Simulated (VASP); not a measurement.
Given:

```
V
1.0
   -1.45703     1.45703     1.45703
    1.45703    -1.45703     1.45703
    1.45703     1.45703    -1.45703
V
1
Direct
  0.00000   0.00000   0.00000
```

Computed with PBEsol GGA, VASP's PBE PAW potentials (set 64) (plane waves; VASP). Numerical set-up: 500 eV cut-off, 17×17×17 Γ-centred mesh, first-order Methfessel-Paxton smearing of 0.10 eV, potentials V_sv.

Energy and stress use the plane-wave basis of the starting cell.

The ions, cell shape and volume at an external pressure of 20.0 GPa are relaxed. What does this cell relax into?

```
V
1.0
   -1.43743     1.43743     1.43743
    1.43743    -1.43743     1.43743
    1.43743     1.43743    -1.43743
V
1
Direct
  0.00000   0.00000   0.00000
```
Space group Im-3m (229), at a tolerance of 0.03 Å.

How do energy and volume change from the first to the last step?

The energy (σ→0) changes by +45.8 meV/atom and the volume by -4.0 %, in 4 ionic steps.

```json
[
 {"step": "1", "E(σ→0) (eV)": "-9.6134", "max force (eV/Å)": "0.000", "pressure (GPa)": "9.88", "volume (Å³)": "12.37"},
 {"step": "2", "E(σ→0) (eV)": "-9.4032", "max force (eV/Å)": "0.000", "pressure (GPa)": "42.62", "volume (Å³)": "11.03"},
 {"step": "3", "E(σ→0) (eV)": "-9.5701", "max force (eV/Å)": "0.000", "pressure (GPa)": "19.53", "volume (Å³)": "11.90"},
 {"step": "4", "E(σ→0) (eV)": "-9.5677", "max force (eV/Å)": "0.000", "pressure (GPa)": "20.20", "volume (Å³)": "11.88"}
]
```

The compound is V in the bcc structure. This run relaxes it under an external pressure of 20 GPa. Symmetry was kept, so distortions that lower it aren't found. The run is not spin-polarised, so no magnetic state was tried.
